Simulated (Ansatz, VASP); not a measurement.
## LaAlS3 in VASP and in Ansatz

The input INCAR:

```
PREC = Accurate
ENCUT = 520
EDIFF = 1E-7
ISMEAR = 0
SIGMA = 0.1
LREAL = F
LASPH = T
NELM = 60
ALGO = Normal
ISIF = 2
LWAVE = F
LCHARG = F
GGA = PE
NBANDS = 24
```

Contents of KPOINTS:

```
regular mesh
0
Gamma
  4 4 4
```

POSCAR

```
LaAlS3
1.0
    4.7993209800      0.0000000000      0.0000000000
    0.0000000000      4.7993209800      0.0000000000
    0.0000000000      0.0000000000      4.7993209800
La Al S
1 1 3
Direct
    0.5000000000      0.5000000000      0.5000000000
    0.0000000000      0.0000000000      0.0000000000
    0.5000000000      0.0000000000      0.5000000000
    0.0000000000      0.5000000000      0.5000000000
    0.5000000000      0.5000000000      0.0000000000
```

Input for Ansatz:

```yaml
crystal:
  lattice:
    - [4.79932098, 0.0, 0.0]
    - [0.0, 4.79932098, 0.0]
    - [0.0, 0.0, 4.79932098]
  atoms:
    - { symbol: La, position: [0.5, 0.5, 0.5] }
    - { symbol: Al, position: [0.0, 0.0, 0.0] }
    - { symbol: S, position: [0.5, 0.0, 0.5] }
    - { symbol: S, position: [0.0, 0.5, 0.5] }
    - { symbol: S, position: [0.5, 0.5, 0.0] }
basis:
  ecutwfc: 420
kpoints:
  mp_grid: { grid: [4, 4, 4] }
hamiltonian:
  xc: pbe
scf:
  occupations: { method: gaussian, width: 0.1 }
  lower_state_search: "off"
output:
  forces: true
  stress: true
  eigenvalues: true
```

Change from the starting cell: species swapped into the Cr3PdN type (Pm-3m, No. 221).

Alike in both runs: task single point; functional PBE; k mesh 4 × 4 × 4; occupations gaussian, width 0.1 eV; no spin polarisation.

|  | VASP | Ansatz |
| --- | --- | --- |
| version | VASP 6.6.1 | Ansatz 0.2.0 |
| potentials or method | VASP PAW PBE potentials, release 64 (La, Al, S) | scalar-relativistic, plane waves, PAW |
| plane-wave cutoff (eV) | 520 | 420 |
| valence electrons in the cell | 32 | 32 |

Ansatz gave:

- gap on the k mesh at the Fermi level (eV): none
- pressure (GPa): 25.6

**Question.** Estimate VASP's values.

**Answer.** gap on the k mesh at the Fermi level (eV): none; pressure (GPa): 25.5.

A gap of «none» marks a metal or a gap that the smearing closes.

Caveats: so large a pressure means that the cell lies far from this level's equilibrium, or that cutoff or potentials fall short (VASP). Spin-orbit coupling is left out, which matters for the levels of La.
